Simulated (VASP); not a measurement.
```
Y2Te3
1.0
    4.88414     0.00000     0.00000
   -2.44207     4.22979     0.00000
    0.00000     0.00000     7.61022
Y Te
2 3
Direct
  0.33333   0.66667   0.24670
  0.66667   0.33333   0.75330
  0.00000   0.00000   0.00000
  0.33333   0.66667   0.64700
  0.66667   0.33333   0.35300
```

All values below come from PBE GGA, VASP's PBE PAW potentials (set 64) (plane waves; VASP 6.6.1). Run with 300 eV cut-off, 4×4×2 Γ-centred mesh, Gaussian smearing of 0.050 eV, potentials Y_sv Te.

Unless said otherwise, spin-orbit coupling is left out, though it shifts the bands of the heavy elements here.

Task: Give the energies of bands 12 to 23 at the high-symmetry points, in eV from the valence-band maximum.

Result: 
```tsv
band	Γ	M	K	A	L	H
12	-3.28	-4.25	-3.84	-4.11	-4.97	-4.46
13	-3.23	-3.92	-3.67	-3.55	-3.46	-4.46
14	-3.23	-3.79	-3.67	-3.55	-3.33	-4.09
15	-2.98	-3.30	-3.46	-2.39	-3.29	-2.19
16	-2.98	-2.35	-3.46	-2.39	-2.46	-1.96
17	-2.98	-2.09	-2.96	-1.59	-2.21	-1.96
18	-0.88	-1.42	-0.89	-1.30	-1.71	-1.65
19	-0.88	-1.41	-0.89	-1.27	-1.24	-1.65
20	0.00	-0.53	-0.85	-1.27	-0.58	-1.46
21	0.94	0.60	1.00	1.40	1.47	1.36
22	0.94	1.76	2.16	1.40	1.55	1.65
23	1.05	1.93	2.28	1.69	1.98	2.22
```

The gap is indirect, 0.60 eV, from the valence maximum at Γ to the conduction minimum at M.

The structure was generated: Y2Te3 was put into an ordered model structure, which need not be its known phase. The cell was not relaxed at this level.
